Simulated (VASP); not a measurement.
Write the native input for VASP 6.6.1 that does the following.

```
Task                   : single point
Functional             : PBE
Potentials or basis    : VASP PAW PBE potentials, release 64 (Zr_sv, W_sv)
Cutoff                 : 520 eV
k mesh                 : 12 × 12 × 16
Occupations            : gaussian, width 0.1 eV
Spin                   : no spin polarisation
Dipole correction      : no
Further INCAR settings : ALGO = Fast; EDIFF = 1e-06; NBANDS = 26
```

The structure of Zr2W lies in POSCAR:

```
Zr2W
1.0
    4.9565251812     -0.0000000029      0.0000000000
   -2.4782625880      4.2924767229      0.0000000000
    0.0000000000      0.0000000000      2.8607908950
Zr W
2 1
Direct
    0.0000000000      0.0000000000      0.0000000000
    0.3333333333      0.6666666667      0.5000000000
    0.6666666667      0.3333333333      0.5000000000
```

The cell was built by a generator and needn't be a form met in nature.

The input as run:

INCAR

```
SYSTEM = Zr2W
ALGO = Fast ; EDIFF = 1E-6
ENCUT = 520 ; GGA = PE
ISIF = 2 ; ISMEAR = 0
LASPH = .TRUE. ; LCHARG = .FALSE.
LREAL = .FALSE. ; LWAVE = .FALSE.
NBANDS = 26 ; NELM = 100
PREC = Accurate ; SIGMA = 0.1
```

KPOINTS

```
k-points
0
G
  12 12 16
  0 0 0
```

Potentials or basis: VASP PAW PBE potentials, release 64 (Zr_sv, W_sv).

Command:

```console
$ cat potpaw_PBE.64/Zr_sv/POTCAR potpaw_PBE.64/W_sv/POTCAR > POTCAR
$ mpirun -np 1 vasp_std > vasp.out
```

Results of the run:

| Quantity | Value |
| --- | --- |
| Pressure | 0.1 GPa |
| Band gap on the k mesh | none (metal or under the smearing width) |

Wall time 4.6 min on 1 thread of Intel(R) Xeon(R) Platinum 8488C (Sapphire Rapids) (shared host), peak memory 0.37 GiB.
